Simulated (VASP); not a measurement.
Input:

```xyz
8
Lattice="0.0068 4.4334 4.4321 4.4334 0.0068 4.4321 2.2201 2.2201 0.0000" Properties=species:S:1:pos:R:3 pbc="T T T"
Ti     0.0000     0.0000     0.0000
N      2.2201     2.2201     2.1988
N      4.4549     2.2053     4.4321
N      2.2053     4.4549     4.4321
N      4.4402     4.4402     6.6654
Hf     2.2167     0.0034     2.2161
Hf     0.0034     2.2167     2.2161
Hf     2.2201     2.2201     4.4321
```

Calculation: PBEsol GGA, VASP's PBE PAW potentials (set 64) (plane waves; VASP). Run with 520 eV cut-off, Gaussian smearing of 0.050 eV, potentials Ti_sv N Hf_pv.

Problem. Give the energies of bands 23 to 36 at the high-symmetry points, in eV from the Fermi level.

Solution. 
| band | Γ | Y | C0 | Z | A0 | T | S | R |
|---|---|---|---|---|---|---|---|---|
| 23 | -5.86 | -5.51 | -5.55 | -5.66 | -5.88 | -5.81 | -5.35 | -5.75 |
| 24 | -5.44 | -5.50 | -5.27 | -5.62 | -5.59 | -5.45 | -5.13 | -5.44 |
| 25 | -3.69 | -4.96 | -4.71 | -5.54 | -5.55 | -5.44 | -5.03 | -5.27 |
| 26 | -3.55 | -3.70 | -4.56 | -5.47 | -4.51 | -3.75 | -4.93 | -5.12 |
| 27 | -3.52 | -3.69 | -4.48 | -5.30 | -4.17 | -3.67 | -4.93 | -5.00 |
| 28 | -2.77 | -3.67 | -4.23 | -5.23 | -3.99 | -3.67 | -4.72 | -4.86 |
| 29 | -2.75 | -3.67 | -4.13 | -4.88 | -3.96 | -3.53 | -4.62 | -4.75 |
| 30 | -2.74 | -2.50 | -1.52 | 0.51 | -2.65 | -3.52 | -0.63 | -0.67 |
| 31 | -0.48 | -2.22 | -1.40 | 0.68 | -2.53 | -3.31 | -0.48 | -0.58 |
| 32 | -0.45 | 0.90 | 0.60 | 1.48 | 1.64 | 1.65 | 0.36 | -0.51 |
| 33 | -0.44 | 1.17 | 0.81 | 1.51 | 1.67 | 1.98 | 0.56 | -0.46 |
| 34 | 1.23 | 1.53 | 1.19 | 1.61 | 1.91 | 2.12 | 0.78 | 1.70 |
| 35 | 1.32 | 1.92 | 2.08 | 1.66 | 2.50 | 2.36 | 0.87 | 2.74 |
| 36 | 2.20 | 2.21 | 2.12 | 1.78 | 2.60 | 2.83 | 1.49 | 2.92 |

It has no gap at this level: it comes out as a metal or semimetal.

The structure was generated: Hf3TiN4 was put into an ordered model structure (Cmmm), which need not be its known phase. It was relaxed first.
